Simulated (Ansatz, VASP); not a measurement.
# BaHfF6 (BaHfF6 (Cmme)): VASP beside Ansatz, part 2 of 2

Wanted: the spread between two codes on one cell, functional and k mesh. The cell is taken from a series of runs on this material, whose earlier steps may have relaxed, scaled, displaced or heated it; both programs get it as it stands.

VASP 6.6.1 and Ansatz 0.2.0.

So far: Starting point; VASP: relaxation of cell and atoms, PBEsol.

### 3. Ansatz: relaxation of cell and atoms, PBEsol

Level of this step: Ansatz beside VASP: Kohn-Sham DFT, plane waves, PBEsol (Ansatz).

Ansatz runs on its default PAW (the set named soft_2) files.

The same cell, functional and mesh now go to Ansatz.

Contents of input.yaml:

```yaml
crystal:
  lattice:
    - [3.7723809, -5.735147, 0.0]
    - [3.7723809, 5.735147, 0.0]
    - [0.0, 0.0, 5.4634156]
  atoms:
    - { symbol: Ba, position: [0.25, 0.75, 0.43638984] }
    - { symbol: Ba, position: [0.75, 0.25, 0.56361016] }
    - { symbol: Hf, position: [0.75, 0.75, 0.0] }
    - { symbol: Hf, position: [0.25, 0.25, 0.0] }
    - { symbol: F, position: [0.68171143, 0.93259135, 0.24626926] }
    - { symbol: F, position: [0.31828857, 0.06740865, 0.75373074] }
    - { symbol: F, position: [0.81828857, 0.56740865, 0.24626926] }
    - { symbol: F, position: [0.56740865, 0.81828857, 0.75373074] }
    - { symbol: F, position: [0.18171143, 0.43259135, 0.75373074] }
    - { symbol: F, position: [0.43259135, 0.18171143, 0.24626926] }
    - { symbol: F, position: [0.93259135, 0.68171143, 0.75373074] }
    - { symbol: F, position: [0.06740865, 0.31828857, 0.24626926] }
    - { symbol: F, position: [0.4349675, 0.5650325, 0.15625516] }
    - { symbol: F, position: [0.5650325, 0.4349675, 0.84374484] }
    - { symbol: F, position: [0.0650325, 0.9349675, 0.15625516] }
    - { symbol: F, position: [0.9349675, 0.0650325, 0.84374484] }
basis:
  ecutwfc: 420
  xc_grid: 2
hamiltonian:
  xc: pbesol
kpoints:
  mp_grid: { grid: [5, 5, 5] }
scf:
  occupations: { method: fixed }
  max_iter: 100
relax:
  f_tol: 0.005
  max_steps: 60
  cell: {}
output:
  forces: true
  stress: true
checkpoint:
  write: "../cell.run"
  compress: false
  write_wavefunctions: false
  write_every: 100000
```

The run is started by

```bash
$ ansatz run input.yaml --threads 4 --pin off --max-ram 7536MiB --backend cpu --events-out ev --progress --plain --runs-dir out
```

Numbers of over 12 decimals in the logs are rounded to 6 here.

The log of the run:

```text
Engine: ansatz 0.2.0, aarch64-unknown-linux-gnu
Pseudopotentials: kind: paw
Pseudopotential: Ba, paw, valence charge 10, recommended cutoff 420 eV (normal), Ba.paw.azcp
Pseudopotential: Hf, paw, valence charge 26, recommended cutoff 420 eV (normal), Hf.paw.azcp
Pseudopotential: F, paw, valence charge 7, recommended cutoff 420 eV (normal), F.paw.azcp
Functional definition: PBEsol
  exchange = pbesol_x
  correlation = pbesol_c
Crystal: 16 atoms, lattice volume = 236.404 Å³
Basis set: ecut = 420 eV, 4641 PW (Γ), exchange–correlation on 96×96×80 points (8 copies of the dense FFT grid, shifted against one another)
Bands: 94, of which v1, the nominal top of the filled ones, is band 78 counted from 1 (77 counted from 0)
Symmetry: 8 space group operations
Space group: Cmme (ITA 67), of the structure as read, at distance tolerance 6.2e-5 Å
k-points: 27 of 125
Non-local potential: Ba, projectors of the file, l = 0: 3, l = 1: 2, l = 2: 2, l = 3: 2
Non-local potential: Hf, projectors of the file, l = 0: 3, l = 1: 2, l = 2: 2, l = 3: 3
Non-local potential: F, projectors of the file, l = 0: 2, l = 1: 2, l = 2: 1
PAW form: soft (Blöchl's): semilocal exchange-correlation on the pseudo side does not see the compensation charge
PAW frozen core: Ba, regenerated for the run's functional, and the local potential with it (the file was generated under x = pbe(κ = 0.804, μ = 0.219515), c = pbe(β = 0.066725))
PAW frozen core: Hf, regenerated for the run's functional, and the local potential with it (the file was generated under x = pbe(κ = 0.804, μ = 0.219515), c = pbe(β = 0.066725))
PAW frozen core: F, regenerated for the run's functional, and the local potential with it (the file was generated under x = pbe(κ = 0.804, μ = 0.219515), c = pbe(β = 0.066725))
PAW one-centre angular grid: Ba, 194 points (default); XC on 64 Gauss nodes
PAW one-centre angular grid: Hf, 590 points (default); XC on 64 Gauss nodes
PAW one-centre angular grid: F, 110 points (default); XC on 64 Gauss nodes
Initial density: superposition of atomic densities (neutral atoms: chi_scale 0, normalization atom), corrected by the library's trained network
Initial wavefunctions: pseudopotential atomic-orbital guess
Functional: x = pbesol(κ = 0.804, μ = 0.123457), c = pbesol(β = 0.046)
SCF iter   1: F=—  HF=-52555.100476 eV  |F-HF|=—  |Δ(HF+E_count)|=         —  Δρ=1.50e-2  dr2=3.44e-1  ethr=1.77e-3  ⟨swp⟩=4.9  Hψ=7848  notcnv=0  defer=344
preconditioner: auto → Resta (q_TF=auto, 2.546 Å⁻¹)  ε∞=3.8  [insulator: Δε(μ)=7.088 eV  Ē_g=17.799 eV  n_scr=66 (ndim 8)  ℏωp=29.8 eV  f_vac=0.163  ε∞_Penn≈3.8]
SCF iter   2: F=—  HF=-52555.007129 eV  |F-HF|=—  |Δ(HF+E_count)|=   9.33e-2  Δρ=2.57e-3  dr2=5.37e-3  ethr=2.21e-4  ⟨swp⟩=2.0  Hψ=4670  notcnv=0  defer=365
SCF iter   3: F=—  HF=-52555.006435 eV  |F-HF|=—  |Δ(HF+E_count)|=   6.94e-4  Δρ=9.12e-4  dr2=1.03e-3  ethr=3.44e-6  ⟨swp⟩=2.0  Hψ=4394  notcnv=0  defer=378
SCF iter   4: F=—  HF=-52555.007007 eV  |F-HF|=—  |Δ(HF+E_count)|=   5.72e-4  Δρ=3.60e-4  dr2=1.90e-4  ethr=6.60e-7  ⟨swp⟩=2.0  Hψ=4182  notcnv=0  defer=372
SCF iter   5: F=—  HF=-52555.007007 eV  |F-HF|=—  |Δ(HF+E_count)|=   5.46e-7  Δρ=7.23e-5  dr2=9.45e-6  ethr=1.22e-7  ⟨swp⟩=2.3  Hψ=4031  notcnv=0  defer=317
SCF iter   6: F=—  HF=-52555.006761 eV  |F-HF|=—  |Δ(HF+E_count)|=   2.47e-4  Δρ=3.44e-5  dr2=2.07e-6  ethr=6.06e-9  ⟨swp⟩=2.0  Hψ=4349  notcnv=0  defer=306
SCF iter   7: F=—  HF=-52555.006761 eV  |F-HF|=—  |Δ(HF+E_count)|=   4.15e-7  Δρ=1.57e-5  dr2=4.25e-7  ethr=1.33e-9  ⟨swp⟩=2.0  Hψ=4340  notcnv=0  defer=306
SCF iter   8: F=-52555.006762 eV  HF=-52555.006761 eV  |F-HF|=5.14e-8  |Δ(HF+E_count)|=   1.25e-7  Δρ=3.39e-6  dr2=4.52e-8  ethr=6.41e-11  ⟨swp⟩=4.3  Hψ=8972  notcnv=0
SCF 1 converged in 8 iterations: F = -52555.006762 eV  dr2 = 4.52e-8
  greatest PAW one-centre occupation: 0.999 electrons in one spin orbital (limit 2), on the Hf atom at site 3 (counted from 0), in its partial waves of l = 3
relax step   1: F+E_penalty+E_count = -52555.00676152 eV  Δ(F+E_penalty+E_count) = +0.000e0 eV  max|allowed force component| = 2.058e-1 eV/Å  Δτ_max = 0.0000 Å  P = +0.290 GPa  Ω = 236.404 Å³  (8 SCF iters, dr2 threshold 1.00e-7 eV, accepted)
[...]
relax step   8: F+E_penalty+E_count = -52555.03845741 eV  Δ(F+E_penalty+E_count) = +3.840e-3 eV  max|allowed force component| = 3.904e-4 eV/Å  Δτ_max = 0.0000 Å  P = -0.029 GPa  Ω = 235.344 Å³  stress off target by 1.17e-1 GPa  SCF on the basis re-selected at this cell (its energy is not comparable with the rows above)  (6 SCF iters)
[...]
relax step   9: F+E_penalty+E_count = -52555.03854640 eV  Δ(F+E_penalty+E_count) = -8.898e-5 eV  max|allowed force component| = 3.909e-3 eV/Å  Δτ_max = 0.0067 Å  P = -0.002 GPa  Ω = 235.353 Å³  energy of the carried Pulay correction = -4.542e-5 eV  (6 SCF iters, dr2 threshold 3.45e-8 eV, accepted)
[...]
relax step  10: F+E_penalty+E_count = -52555.03850976 eV  Δ(F+E_penalty+E_count) = +3.664e-5 eV  max|allowed force component| = 3.930e-3 eV/Å  Δτ_max = 0.0000 Å  P = -0.001 GPa  Ω = 235.353 Å³  stress off target by 6.91e-3 GPa  SCF on the basis re-selected at this cell (its energy is not comparable with the rows above)  (6 SCF iters)
basis re-selected at this cell: Δ(F+E_penalty+E_count) = +3.664e-5 eV, ΔP = +0.000 GPa vs the last step (what re-selecting the basis moved, of the pressure what is left beyond the Pulay correction that the steps carried, after the strain that the cell walked since its last selection, with what the two solves' SCF thresholds leave and, on support functions, any second-order correction that the steps lacked; it is no m [...]
SCF converged after 6 iterations
Free energy (F): -52555.038510 eV
Harris-Foulkes:  -52555.038510 eV  (|F-HF|=2.91e-11)
Internal energy: -52555.038510 eV  (E = F + TS)
E sigma→0 (E₀):  -52555.038510 eV
Fermi energy:    4.574172 eV
--- Per-component energies (eV) ---
  E_band       = -878.723190
  E_kinetic    = 3648.394880
  E_local      = -24607.057667  (includes V_loc(G=0)·N_el)
  E_nonlocal   = -1472.526763
  E_hartree    = 10793.111834
  E_xc         = -1871.772264
  E_vxc        = -2018.876805  (∫ρ·V_xc dr)
  E_paw        = -26216.259451  (= ΣΔE_a)
  E_vpaw       = 1985.094881  (= ΣTr[D̂ρ^β])
  E_aug_tail   = 0.024367  (compensation charges beyond the density's cutoff)
  E_ewald      = -12832.267808
  E_core_change = 3.314361  (= ΣΔE_core)
  E_smearing   = -0.000000  (= −TS)
  E_closure    = 0.000000  (closes the sum)
  Σ components = -52555.038510   (vs F -52555.038510, Δ=0.00e0)
--- Forces (eV/Å), atoms counted from 1 ---
  atom   1  Ba    -0.00000000    -0.00000000     0.00076032
  atom   2  Ba     0.00000000     0.00000000    -0.00076032
  atom   3  Hf     0.00000000    -0.00000000    -0.00000000
  atom   4  Hf    -0.00000000     0.00000000     0.00000000
  atom   5  F     -0.00188502    -0.00393049     0.00037002
  atom   6  F      0.00188502     0.00393049    -0.00037002
  atom   7  F      0.00188502     0.00393049     0.00037002
  atom   8  F      0.00188502    -0.00393049    -0.00037002
  atom   9  F     -0.00188502    -0.00393049    -0.00037002
  atom  10  F     -0.00188502     0.00393049     0.00037002
  atom  11  F     -0.00188502     0.00393049    -0.00037002
  atom  12  F      0.00188502    -0.00393049     0.00037002
  atom  13  F     -0.00000000     0.00166317     0.00300035
  atom  14  F      0.00000000    -0.00166317    -0.00300035
  atom  15  F     -0.00000000    -0.00166317     0.00300035
  atom  16  F      0.00000000     0.00166317    -0.00300035
  max |Σ_I F_I| component: 8.67e-19 eV/Å
--- Stress (GPa, compression-positive) ---
        0.005047       0.000000      -0.000000
        0.000000      -0.006914       0.000000
       -0.000000       0.000000      -0.002205
  P = ⅓ Tr σ = -0.0014 GPa (-0.014 kbar)
--- Relaxed structure (8 steps of the walk, 7 accepted, 2 SCFs on fresh bases) ---
  F+E_penalty+E_count = -52555.03850976 eV   max|allowed force component| = 3.930e-3 eV/Å   (the final SCF, on the basis selected at the relaxed cell)
  cell:  # Å, volume = 235.3526 Å³
    - [3.784631, -5.667374, 0.0]
    - [3.784631, 5.667374, 0.0]
    - [0.0, 0.0, 5.486352]
  atoms:
    - { symbol: Ba, position: [0.25, 0.75, 0.442615] }
    - { symbol: Ba, position: [0.75, 0.25, 0.557385] }
    - { symbol: Hf, position: [0.750000, 0.750000, 0.0] }
    - { symbol: Hf, position: [0.25, 0.25, 0.0] }
    - { symbol: F, position: [0.681859, 0.933172, 0.250127] }
    - { symbol: F, position: [0.318141, 0.066828, 0.749873] }
    - { symbol: F, position: [0.818141, 0.566828, 0.250127] }
    - { symbol: F, position: [0.566828, 0.818141, 0.749873] }
    - { symbol: F, position: [0.181859, 0.433172, 0.749873] }
    - { symbol: F, position: [0.433172, 0.181859, 0.250127] }
    - { symbol: F, position: [0.933172, 0.681859, 0.749873] }
    - { symbol: F, position: [0.066828, 0.318141, 0.250127] }
    - { symbol: F, position: [0.431053, 0.568947, 0.151659] }
    - { symbol: F, position: [0.568947, 0.431053, 0.848341] }
    - { symbol: F, position: [0.068947, 0.931053, 0.151659] }
    - { symbol: F, position: [0.931053, 0.068947, 0.848341] }
```

Reading the cycles: dr2 is the Hartree energy of the density residual (eV), the measure of convergence; HF is the Harris–Foulkes estimate of the energy, which meets the free energy F at convergence.

### 4. Side by side

Known differences besides the potentials themselves: fixed occupations in Ansatz, narrow Gaussian smearing in VASP; the data sets hold 156 valence electrons in Ansatz (on its default PAW (the set named soft_2) files) and 124 in VASP; the cutoff is 420 eV in Ansatz and 600 eV in VASP; Ansatz makes its cores anew for this functional, VASP keeps those of its PBE data sets; Ansatz adds a Pulay correction to the stress that steers its cell, VASP none. Total energies have different zeros and are not compared.

The two programs side by side:

```csv
quantity,Ansatz,VASP,difference
volume (Å³),235.35,234.52,+0.35 %
"edge a after relaxation, in the typed setting (Å)",6.815,6.823,-0.12 %
"edge c after relaxation, in the typed setting (Å)",5.486,5.471,+0.28 %
```

### 5. What came out

| Property | Result |
| --- | --- |
| difference in volume (relaxation of cell and atoms, PBEsol) | 0.35 % |

**Reading.** The difference in volume is 0.35 % (relaxation of cell and atoms, PBEsol), within the 1.2 % picked in this series as the mark of a large difference, as far as the stopping tolerances let one tell. The data sets hold unlike numbers of valence electrons (156 in Ansatz and 124 in VASP), so part of the differences comes from the potentials. Such differences can come from data sets, numerical settings and the points named under the comparisons, not from the functional's error against experiment.

[Lines on the potential files, build, host, timing and source positions are cut from VASP's logs without a mark.]

[Logs are printed without paths, hosts, clocks, repeated set-up lines and the standing remarks that a program may print on its own settings, such as how far it seeks lower states.]

[Hosts, paths, dates, database ids (printed as entryN), source tags and the programs' standing remarks are cut or masked in the printed files.]
